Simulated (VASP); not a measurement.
## Mg2BiCl with revPBE + D4: from relaxation to properties

Aim: relax Mg2BiCl, then compute properties on the relaxed cell. The steps: rough relaxation of the start cell, full relaxation (revPBE + D4), second relaxation, single point with fields (revPBE + D4), band structure (revPBE + D4), density of states (revPBE + D4), electric field gradients (revPBE + D4) and a single point (revPBE + D4), changed input. The cell is invented: it takes the structure of a Materials Project entry for Mg2NCl (space group 166 there), with some of its atoms replaced by other elements, volume scaled by an estimate. It may not be a known or stable phase. Left out of this account: 1 further run (dielectric: a response that the mesh can't converge at so small a gap). The atoms of the start are displaced at random from the sites of a R-3m cell.

Main program and level: VASP 6.6.1; revPBE with D4; plane waves and PAW (Bi_d, Cl, Mg); invented cell.

## (1) Set-up

Before any relaxation, the start is as follows. Symmetry: P1, No. 1, triclinic system. Conventional cell: a = 3.569 Å, b = 3.569 Å, c = 6.772 Å, α = 74.72°, β = 74.72°, γ = 60.00°. Nearest to Bi lie 6 Mg at 2.32 to 2.35 Å. Nearest to Cl lie 6 Mg at 2.95 to 2.99 Å. Nearest to Mg lie 3 Bi at 2.32 to 2.35 Å and 3 Cl at 2.95 to 2.99 Å and 3 Mg at 2.97 to 3.00 Å. Mg has 3 Bi at 2.32 to 2.33 Å and 3 Cl at 2.97 to 2.98 Å and 3 Mg at 2.97 to 3.00 Å nearest. It derives from Mg2NCl. it takes the structure of a Materials Project entry for Mg2NCl (space group 166 there), with some of its atoms replaced by other elements, volume scaled by an estimate. Farther neighbours and most contacts between anions are not listed.

## (2) Rough relaxation of the start cell

The start is only an estimate, so a cheap relaxation brings it near a minimum before any careful run. revPBE by itself binds more weakly than PBE and expands cells; dispersion terms fitted to it are the larger for that. A dispersion term adds the long-range attraction that semilocal functionals lack. D4 lets the coefficients depend on atomic charges too.

The input, INCAR:

```
SYSTEM = Mg2BiCl
PREC = Normal
ENCUT = 400
EDIFF = 1E-05
NELM = 60
ISMEAR = 0
SIGMA = 0.05
LREAL = .FALSE.
ALGO = Fast
GGA = RE
IVDW = 13
NBANDS = 19
LORBIT = 11
LWAVE = .FALSE.
LCHARG = .FALSE.
KPAR = 2
IBRION = 2
NSW = 40
ISIF = 3
EDIFFG = -0.04
```

The input, POSCAR:

```
Mg2BiCl
1.0
    1.7844420000      1.0302480000      6.4504000000
   -1.7844420000      1.0302480000      6.4504000000
    0.0000000000     -2.0604960000      6.4504000000
Bi Cl Mg
1 1 2
Direct
    0.4966840000      0.4980040000      0.5036020000
   -0.0071120000      0.0028740000      0.0029850000
    0.2265670000      0.2168560000      0.2237290000
    0.7741870000      0.7767830000      0.7806990000
```

The input, KPOINTS:

```
Automatic mesh
0
Gamma
5 5 5
0 0 0
```

The projector-augmented-wave data sets are Bi_d, Cl and Mg (PBE family, release 64).

Run with:

```bash
$ mpirun -np 2 vasp_std
```

What it wrote:

```text
[banner, memory and clock lines left out]
running    2 mpi-ranks, on    1 nodes
 distrk:  each k-point on    1 cores,    2 groups
 distr:  one band on    1 cores,    1 groups

 POSCAR found type information on POSCAR BiClMg
 POSCAR found :  3 types and       4 ions
|                                                                             |
|               ----> ADVICE to this user running VASP <----                  |
|                                                                             |
|     You enforced a specific xc type in the INCAR file but a different       |
|     [... a line on the potential file left out ...]
|     I HOPE YOU KNOW WHAT YOU ARE DOING!                                     |
|                                                                             |

 LDA part: xc-table for (Slater+PW92), standard interpolation
 POSCAR, INCAR and KPOINTS ok, starting setup
 FFT: planning ... GRIDC
 FFT: planning ... GRID_SOFT
 FFT: planning ... GRID
 WAVECAR not read
 entering main loop
       N       E                     dE             d eps       ncg     rms          rms(c)
DAV:   1     0.203473197546E+03    0.20347E+03   -0.11099E+04  2394   0.117E+03
DAV:   2     0.136178390405E+02   -0.18986E+03   -0.18342E+03  2635   0.312E+02
DAV:   3    -0.344034701708E+01   -0.17058E+02   -0.16747E+02  2859   0.102E+02
DAV:   4    -0.390803069689E+01   -0.46768E+00   -0.46719E+00  3305   0.187E+01
DAV:   5    -0.391738036927E+01   -0.93497E-02   -0.93487E-02  3196   0.227E+00    0.540E+00
RMM:   6    -0.329462081321E+01    0.62276E+00   -0.41617E-01  2394   0.311E+00    0.336E+00
RMM:   7    -0.304132982809E+01    0.25329E+00   -0.80833E-01  2458   0.497E+00    0.867E-01
RMM:   8    -0.304427834005E+01   -0.29485E-02   -0.83438E-02  2487   0.197E+00    0.369E-01
RMM:   9    -0.304585838051E+01   -0.15800E-02   -0.18812E-02  2777   0.901E-01    0.104E-01
RMM:  10    -0.304596981515E+01   -0.11143E-03   -0.36598E-03  3395   0.467E-01    0.687E-02
RMM:  11    -0.304589622640E+01    0.73589E-04   -0.43259E-04  2563   0.149E-01    0.187E-02
RMM:  12    -0.304590411462E+01   -0.78882E-05   -0.10713E-04  2568   0.814E-02    0.816E-03
RMM:  13    -0.304590640777E+01   -0.22932E-05   -0.28376E-05  1844   0.471E-02
   1 F= -.53559930E+01 E0= -.53559930E+01  d E =-.535599E+01
 curvature:   0.00 expect dE= 0.000E+00 dE for cont linesearch  0.000E+00
 trial: gam= 0.00000 g(F)=  0.469E+01 g(S)=  0.236E+02 ort = 0.000E+00 (trialstep = 0.100E+01)
 search vector abs. value=  0.283E+02
 bond charge predicted
       N       E                     dE             d eps       ncg     rms          rms(c)
DAV:   1    -0.115096583457E+03   -0.11205E+03   -0.43738E+03  2418   0.935E+02    0.444E+01
RMM:   2    -0.313373010488E+02    0.83759E+02   -0.23848E+02  2522   0.136E+02    0.245E+01
RMM:   3    -0.135448937747E+02    0.17792E+02   -0.25487E+02  2446   0.134E+02    0.129E+01
RMM:   4    -0.106801955766E+02    0.28647E+01   -0.23242E+01  2528   0.387E+01    0.786E+00
RMM:   5    -0.951440805646E+01    0.11658E+01   -0.41340E+00  2545   0.166E+01    0.425E+00
RMM:   6    -0.904233628078E+01    0.47207E+00   -0.37900E+00  2519   0.167E+01    0.118E+00
RMM:   7    -0.901492879082E+01    0.27407E-01   -0.41222E-01  2779   0.703E+00    0.561E-01
RMM:   8    -0.902874089982E+01   -0.13812E-01   -0.11852E-01  2727   0.255E+00    0.459E-01
RMM:   9    -0.903238818936E+01   -0.36473E-02   -0.10328E-01  2434   0.246E+00    0.379E-01
RMM:  10    -0.902603514335E+01    0.63530E-02   -0.17608E-02  2530   0.130E+00    0.127E-01
RMM:  11    -0.902630983028E+01   -0.27469E-03   -0.51663E-03  2793   0.481E-01    0.424E-02
RMM:  12    -0.902644614756E+01   -0.13632E-03   -0.88415E-04  3001   0.227E-01    0.238E-02
RMM:  13    -0.902644339320E+01    0.27544E-05   -0.21640E-04  2488   0.122E-01    0.188E-02
RMM:  14    -0.902644538374E+01   -0.19905E-05   -0.63758E-05  2283   0.558E-02
   2 F= -.10072577E+02 E0= -.10070568E+02  d E =-.471658E+01
[... from here on, the cycles between the ionic steps are left out ...]
   3 F= -.11445882E+02 E0= -.11445427E+02  d E =-.608989E+01
   4 F= -.11446239E+02 E0= -.11445782E+02  d E =-.609025E+01
   5 F= -.11526156E+02 E0= -.11525714E+02  d E =-.799164E-01
   6 F= -.11623564E+02 E0= -.11623182E+02  d E =-.177325E+00
   7 F= -.11629328E+02 E0= -.11628970E+02  d E =-.183089E+00
   8 F= -.11643426E+02 E0= -.11643082E+02  d E =-.140984E-01
   9 F= -.11643534E+02 E0= -.11643191E+02  d E =-.142059E-01
  10 F= -.11648481E+02 E0= -.11648153E+02  d E =-.494698E-02
  11 F= -.11649610E+02 E0= -.11649292E+02  d E =-.607638E-02
  12 F= -.11649631E+02 E0= -.11649314E+02  d E =-.609774E-02
  13 F= -.11649582E+02 E0= -.11649261E+02  d E =-.604843E-02
  14 F= -.11649628E+02 E0= -.11649309E+02  d E =-.609387E-02
  15 F= -.11649633E+02 E0= -.11649315E+02  d E =-.609972E-02
 curvature:  -0.41 expect dE=-0.134E-03 dE for cont linesearch -0.186E-06
 trial: gam= 0.09848 g(F)=  0.198E-03 g(S)=  0.128E-03 ort =-0.533E-04 (trialstep = 0.172E+01)
 search vector abs. value=  0.376E-03
 bond charge predicted
       N       E                     dE             d eps       ncg     rms          rms(c)
DAV:   1    -0.999889640445E+01   -0.43270E-02   -0.71719E-02  2610   0.215E+00    0.175E-01
RMM:   2    -0.999813842325E+01    0.75798E-03   -0.28279E-03  2426   0.502E-01    0.777E-02
RMM:   3    -0.999791893577E+01    0.21949E-03   -0.97273E-04  2505   0.282E-01    0.281E-02
RMM:   4    -0.999792540413E+01   -0.64684E-05   -0.33709E-04  2891   0.150E-01    0.127E-02
RMM:   5    -0.999793120178E+01   -0.57977E-05   -0.78244E-05  2241   0.709E-02
  16 F= -.11649988E+02 E0= -.11649671E+02  d E =-.354336E-03
 trial-energy change:   -0.000354  1 .order   -0.000357   -0.000552   -0.000161
 step:   2.4312(harm=  2.4312)  dis= 0.00502  next Energy=   -11.650023 (dE=-0.390E-03)
 reached required accuracy - stopping structural energy minimisation
```

Run time: 2.3 min. Hardware: 2 MPI ranks of Intel Xeon 6975P-C (Granite Rapids), shared host; peak memory 0.49 GiB; 4.6 min of CPU time.

The logs omit lines about the potential files and the build; timing stands in the text.

Parts of OUTCAR (step 2):

```text
ion  position               nearest neighbor table
   1  0.497  0.498  0.504-   3 2.32   4 2.32   3 2.32   4 2.32   4 2.33   3 2.35
   2  0.993  0.003  0.003-   3 2.95   4 2.97   3 2.97   4 2.98   4 2.98   3 2.99
   3  0.227  0.217  0.224-   1 2.32   1 2.32   1 2.35   2 2.95   4 2.97   2 2.97   2 2.99   4 2.99
                             4 3.00
   4  0.774  0.777  0.781-   1 2.32   1 2.32   1 2.33   2 2.97   3 2.97   2 2.98   2 2.98   3 2.99
                             3 3.00

  LATTYP: Found a trigonal (rhomboedric) cell.
 ALAT       =     6.7715068008
 COS(alpha) =     0.8611121577

 Subroutine GETGRP returns: Found  1 space group operations
 (whereof  1 operations were pure point group operations)

The static configuration has the point symmetry C_1 .

 Found     63 irreducible k-points:

   k-points           NKPTS =     63   k-points in BZ     NKDIM =     63   number of bands    NBANDS=     19

   dimension x,y,z NGX =    36 NGY =   36 NGZ =   36
   dimension x,y,z NGXF=    72 NGYF=   72 NGZF=   72

   ENCUT  =  400.0 eV  29.40 Ry    5.42 a.u.  11.04 11.04 11.04*2*pi/ulx,y,z

   NELECT =      26.0000    total number of electrons

 k-points in reciprocal lattice and weights: Automatic mesh
   0.00000000  0.00000000  0.00000000       0.008
   0.20000000  0.00000000  0.00000000       0.016
   0.00000000  0.20000000  0.00000000       0.016
   0.00000000  0.00000000  0.20000000       0.016
   0.40000000  0.00000000  0.00000000       0.016
   0.00000000  0.40000000  0.00000000       0.016
   0.00000000  0.00000000  0.40000000       0.016
   0.20000000  0.20000000  0.00000000       0.016
  -0.20000000 -0.00000000 -0.20000000       0.016
[...]
0.40000000 -0.40000000  0.40000000       0.016
   0.40000000  0.40000000 -0.40000000       0.016

 average (electrostatic) potential at core
       1-105.3029       2 -92.4226       3 -38.5397       4 -38.5381

 E-fermi :   4.9311

 k-point     1 :       0.0000    0.0000    0.0000
  band No.  band energies     occupation
    ...
     10       0.0678      2.00000
     11       3.2038      2.00000
     12       4.3225      2.00000
     13       4.8764      1.87826
     14       4.9374      0.85885
     15       6.9931      0.00000
     16       8.2730      0.00000
     17       8.3413      0.00000
     18       9.7692      0.00000
     19      10.1882      0.00000

 k-point     2 :       0.2000    0.0000    0.0000
  band No.  band energies     occupation
    ...
      9      -0.4266      2.00000
     10      -0.0268      2.00000
     11       2.5139      2.00000
     12       3.0227      2.00000
     13       4.2503      2.00000
     14       5.5396      0.00000
     15       6.8529      0.00000
     16       8.4988      0.00000
     17       9.1158      0.00000
     18       9.9111      0.00000
    ...

 k-point     3 :       0.0000    0.2000    0.0000
  band No.  band energies     occupation
    ...
      9      -0.3909      2.00000
     10      -0.0388      2.00000
     11       2.4697      2.00000
     12       3.0258      2.00000
     13       4.3162      2.00000
     14       5.5096      0.00000
     15       6.8977      0.00000
     16       8.5432      0.00000
     17       9.1714      0.00000
     18       9.8729      0.00000
    ...

  DFT-D4 for vdW energy calculation

  Edisp (eV):   -1.65206

  Total      -0.01976    -0.00656     0.02140    -0.02018    -0.00752    -0.01926
  in kB      -0.31200    -0.10354     0.33789    -0.31870    -0.11867    -0.30406
  external pressure =       -0.03 kB  Pullay stress =        0.00 kB

  energy-cutoff  :      400.00
  volume of cell :      101.47
      direct lattice vectors                 reciprocal lattice vectors
     2.144581522  1.239276975  6.217330604     0.231351833  0.133835649  0.054362188
    -2.189676162  1.255894098  6.226794869    -0.230097848  0.132069310  0.053044169
    -0.008155738 -2.514476542  6.225162307    -0.000902585 -0.265771219  0.053286505

 POSITION                                       TOTAL-FORCE (eV/Angst)
 -----------------------------------------------------------------------------------
     -0.02032     -0.02064      9.32803        -0.001533     -0.002527      0.000999
      2.11102      1.22568      6.20941        -0.027753     -0.002184      0.001512
      0.01210     -0.01059      4.49737         0.033613      0.008833     -0.015257
     -0.04692     -0.03070     14.16073        -0.004327     -0.004122      0.012747
 -----------------------------------------------------------------------------------
    total drift:                               -0.012682     -0.003607      0.001716

  FREE ENERGIE OF THE ION-ELECTRON SYSTEM (eV)
  ---------------------------------------------------
  free  energy   TOTEN  =       -11.6499878058 eV

  energy  without entropy=      -11.6493536274  energy(sigma->0) =      -11.64967072

 reached required accuracy - stopping structural energy minimisation

 total charge
# of ion       s       p       d       tot
------------------------------------------
    1        1.426   1.841   9.864  13.131
    2        1.608   3.525   0.000   5.133
    3        0.170   0.101   0.020   0.291
    4        0.170   0.101   0.020   0.291
--------------------------------------------------
tot          3.374   5.568   9.905  18.847

[... 3 further parts left out ...]
```

CONTCAR:

```
Mg2BiCl
   1.00000000000000
     2.1445815224770386    1.2392769753037187    6.2173306042972030
    -2.1896761619871565    1.2558940982530236    6.2267948685010470
    -0.0081557375190956   -2.5144765417963355    6.2251623070678033
  Bi              Cl              Mg
     1     1     2
Direct
     0.4996285373212804    0.4967478220745601    0.5025618403507210
     0.9899855876083182    0.0055068105271532    0.0032219080773067
     0.2458681598394655    0.2343768052460251    0.2424534333928296
     0.7548437152309392    0.7578855621522633    0.7627778181791431
```

The gap is read on the k-mesh alone, so it is an upper bound where the band edges lie off the mesh. The gap is under twice the smearing width, so the edge states are partly filled and the run can't tell a small gap from a semimetal. This relaxation is a rough one on cheap settings, only to bring the start near its minimum. The PAW data sets were made with PBE, which is usual practice but a small mismatch for other functionals. After so large a change of volume the plane waves of the start cell no longer fit, so the final stress carries a basis-set error.

The steps of the relaxation:

```
step  energy less that of the first step (eV)  largest force (eV/Å)  pressure (GPa)  volume (Å³)
   1                                   0.0000                7.0046           54.16        71.15
   2                                  -4.7166                0.4810           -8.06       151.25
   3                                  -6.0899                0.5081           -0.81       110.89
   4                                  -6.0902                0.4429           -1.35       112.02
   5                                  -6.1702                0.4014           -0.94       109.36
   6                                  -6.2676                0.3365            0.22       103.24
   7                                  -6.2733                0.3229            0.72       101.22
   8                                  -6.2874                0.1186           -0.31       102.77
   9                                  -6.2875                0.1016           -0.38       102.92
  10                                  -6.2925                0.0564           -0.12       102.01
  11                                  -6.2936                0.0444            0.05       101.41
  12                                  -6.2936                0.0440            0.04       101.33
  13                                  -6.2936                0.0480            0.06       101.18
  14                                  -6.2936                0.0426            0.10       101.27
  15                                  -6.2936                0.0420            0.07       101.30
  16                                  -6.2940                0.0380            0.00       101.47
```

```
     cell as run  before  after   change
           a (Å)   6.772  6.693   -1.2 %
           b (Å)   6.772  6.719   -0.8 %
           c (Å)   6.772  6.714   -0.9 %
           α (°)   30.56  37.84  +23.8 %
           β (°)   30.56  37.66  +23.2 %
           γ (°)   30.56  37.71  +23.4 %
volume (Å³/atom)   17.79  25.37  +42.6 %
```

The atoms that moved most (Å, as changes of fractional coordinates times the final cell):

```
atom      dx      dy      dz  length
 Mg4   0.000  -0.003  -0.349   0.350
 Mg3   0.003  -0.001   0.346   0.346
 Cl2  -0.012  -0.001   0.000   0.012
 Bi1   0.009   0.005   0.004   0.011
```

The relaxed structure:

```
Bi Cl Mg
1.0
     2.14458    1.23928    6.21733
    -2.18968    1.25589    6.22679
    -0.00816   -2.51448    6.22516
Bi Cl Mg
1 1 2
Cartesian
  -0.0203 -0.0206 9.3280
  -0.0336 -0.0136 -0.0079
  0.0121 -0.0106 4.4974
  -0.0469 -0.0307 14.1607
```

This step gave:

```
electrons                       : 26
bands                           : 19
irreducible k-points            : 63
symmetry operations             : 1
free energy (TOTEN)             : -11.65 eV
energy at zero smearing         : -11.65 eV
Fermi energy                    : 4.931 eV
pressure                        : -0.002588 GPa
metallic                        : no
valence top at k                : 0.2, 0.2, 0.2
conduction bottom at k          : 0, 0, 0
least direct gap at k           : 0, 0, 0
SCF cycles over all ionic steps : 114
gap on the k-mesh               : 0.03860 eV
least direct gap on the k-mesh  : 0.06100 eV
```

It ends with a largest force of 0.038 eV/Å and a pressure of 0.00 GPa.

(Part 1 of 4 ends here.)

[Lines on the potential files, build, host, timing and source positions are cut from VASP's logs without a mark.]

[Logs are printed without paths, hosts, clocks, repeated set-up lines and the standing remarks that a program may print on its own settings, such as how far it seeks lower states.]

[Hosts, paths, dates, database ids (printed as entryN), source tags and the programs' standing remarks are cut or masked in the printed files.]

[A measured line is paired with the nearest computed mode of its activity, which favours agreement.]
